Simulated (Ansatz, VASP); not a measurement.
Given: the input of a run of VASP 6.6.1 on GaF.

Contents of INCAR:

```
SYSTEM = GaF
PREC = Accurate
ENCUT = 520
EDIFF = 1E-8
ISMEAR = -1
SIGMA = 0.05
LREAL = .False.
LASPH = .True.
NELM = 60
ALGO = Normal
ISIF = 2
LWAVE = .False.
LCHARG = .False.
GGA = PE
LEPSILON = .True.
IBRION = 8
```

File KPOINTS:

```
regular mesh
0
Gamma
  8 8 8
  0 0 0
```

POSCAR

```
GaF
1.0
    3.1659200000      0.0000000000      0.0000000000
    0.0000000000      3.1659200000      0.0000000000
    0.0000000000      0.0000000000      3.1659200000
Ga F
1 1
Direct
    0.0000000000      0.0000000000      0.0000000000
    0.5000000000      0.5000000000      0.5000000000
```

Potentials or basis: VASP PAW PBE potentials, release 64 (Ga_d, F).

Run with:

```console
$ cat potpaw_PBE.64/Ga_d/POTCAR potpaw_PBE.64/F/POTCAR > POTCAR
$ mpirun -np 1 vasp_std > vasp.out
```

**Question.** Translate it to Ansatz 0.2.0. Potentials there: Ansatz PAW.

**Answer.** As run (the cutoff follows the program's own potentials):

The input input.yaml:

```yaml
crystal:
  lattice:
    - [3.16592, 0.0, 0.0]
    - [0.0, 3.16592, 0.0]
    - [0.0, 0.0, 3.16592]
  atoms:
    - { symbol: Ga, position: [0.0, 0.0, 0.0] }
    - { symbol: F, position: [0.5, 0.5, 0.5] }
hamiltonian:
  xc: pbe
  pseudopotentials: { kind: paw }
kpoints:
  mp_grid: { grid: [8, 8, 8] }
scf:
  occupations: { method: fixed }
output:
  eigenvalues: true
dielectric:
  method: response
```

Potentials or basis: Ansatz PAW.

Launch:

```sh
$ ansatz run input.yaml --threads 2 --pin off --max-ram 5632MiB --backend cpu --events-out ev --progress --plain --runs-dir out
```

Both were run:

|  | VASP | Ansatz | Ansatz less VASP |
| --- | --- | --- | --- |
| gap on the k mesh at the Fermi level (eV) | 0.34 | 0.34 | +0.003 |
| least direct gap on the mesh (eV) | 1.12 | 1.13 | +0.007 |
| mean electronic dielectric constant | 8.53 | 7.42 | -1.111 |
| mean Born charge of the atom that differs most (e) | 2.17 | 2.20 | +0.037 |

Caveats: the gap is small at this level, which inflates the dielectric constant; some modes are imaginary (VASP). A k mesh can miss the band edges. PBE gaps usually lie below the measured ones, often by a third to a half.
